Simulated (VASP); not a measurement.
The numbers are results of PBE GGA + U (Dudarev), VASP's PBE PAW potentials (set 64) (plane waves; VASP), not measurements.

VASP input:

**INCAR**
```
SYSTEM=ZnS
PREC=Accurate; ENCUT=400; LREAL=.FALSE.
LASPH=.TRUE.
EDIFF=1E-6; NELM=100; ALGO=Normal
LMAXMIX=4
ISMEAR=0; SIGMA=0.05
GGA=PE
LDAUL=2 -1
LDAUU=8.0 0
LDAUJ=0 0
LDAU=.TRUE.; LDAUTYPE=2; LDAUPRINT=1
ISIF=2
LWAVE=.FALSE.; LCHARG=.FALSE.; LORBIT=10
```

POSCAR:
```
ZnS
3.8254480
  0.0000000000   0.7071067232   0.7071067232
  0.7071067232   0.0000000000   0.7071067232
  0.7071067232   0.7071067232   0.0000000000
Zn S
1 1
Cartesian
  0.0000000000   0.0000000000   0.0000000000
  0.3535533616   0.3535533616   0.3535533616
```

File KPOINTS:
```
Automatic mesh
0
G
8 8 8
0 0 0
```

POTCAR, in this order: Zn S (PBE.64 set). Program: vasp_std.

Output

File OSZICAR:
```
       N       E                     dE             d eps       ncg     rms          rms(c)
DAV:   1     0.839138184338E+02    0.83914E+02   -0.81558E+03   754   0.142E+03
DAV:   2    -0.688545658103E+00   -0.84602E+02   -0.81358E+02   814   0.270E+02
DAV:   3    -0.665977578890E+01   -0.59712E+01   -0.59556E+01   939   0.787E+01
DAV:   4    -0.672340085616E+01   -0.63625E-01   -0.63612E-01   819   0.847E+00
DAV:   5    -0.672416517092E+01   -0.76431E-03   -0.76430E-03   949   0.799E-01    0.835E+00
DAV:   6    -0.642742419106E+01    0.29674E+00   -0.61531E-01  1089   0.169E+01    0.605E+00
DAV:   7    -0.641590733031E+01    0.11517E-01   -0.20308E-01   824   0.418E+00    0.242E+00
DAV:   8    -0.641923291703E+01   -0.33256E-02   -0.15317E-02   814   0.134E+00    0.510E-01
DAV:   9    -0.641970334042E+01   -0.47042E-03   -0.13492E-03   829   0.705E-01    0.113E-01
DAV:  10    -0.641975415504E+01   -0.50815E-04   -0.17783E-04   839   0.229E-01    0.309E-02
DAV:  11    -0.641983094137E+01   -0.76786E-04   -0.10727E-04   784   0.107E-01    0.192E-02
DAV:  12    -0.641983141027E+01   -0.46890E-06   -0.47097E-06   944   0.344E-02
   1 F= -.64198314E+01 E0= -.64198314E+01  d E =-.495517E-13
```

OUTCAR:
```
------------------------ aborting loop because EDIFF is reached ----------------------------------------
  FORCE on cell =-STRESS in cart. coord.  units (eV):
  Direction    XX          YY          ZZ          XY          YZ          ZX
  --------------------------------------------------------------------------------------
  Total       -0.5458279     -0.5458279     -0.5458279     -0.0000000      0.0000000      0.0000000
  in kB      -22.0919719    -22.0919719    -22.0919719     -0.0000000      0.0000000      0.0000000
  external PRESSURE =     -22.0919719 kB  Pullay stress =       0.0000000 kB
  volume of cell :       39.59
      direct lattice vectors                 reciprocal lattice vectors
     0.000000000  2.705000000  2.705000000    -0.184842884  0.184842884  0.184842884
     2.705000000  0.000000000  2.705000000     0.184842884 -0.184842884  0.184842884
     2.705000000  2.705000000  0.000000000     0.184842884  0.184842884 -0.184842884
  FREE ENERGIE OF THE ION-ELECTRON SYSTEM (eV)
  ---------------------------------------------------
  free  energy   TOTEN  =        -6.4198314103 eV

  energy  without entropy=       -6.4198314103  energy(sigma->0) =       -6.41983141

 total charge

# of ion       s       p       d       tot
------------------------------------------
    1        0.502   0.452   9.946  10.901
    2        1.312   2.444   0.000   3.757
--------------------------------------------------
tot          1.815   2.897   9.946  14.657
```
(Selected blocks of OUTCAR.)

The compound is ZnS in the zinc blende structure. The cell was not relaxed at this level. The run is one of a series of settings (LDAU = .TRUE., LDAUJ = 0 0, LDAUL = 2 -1, LDAUTYPE = 2, LDAUU = 8.0 0 against the base run), some of them coarse on purpose.
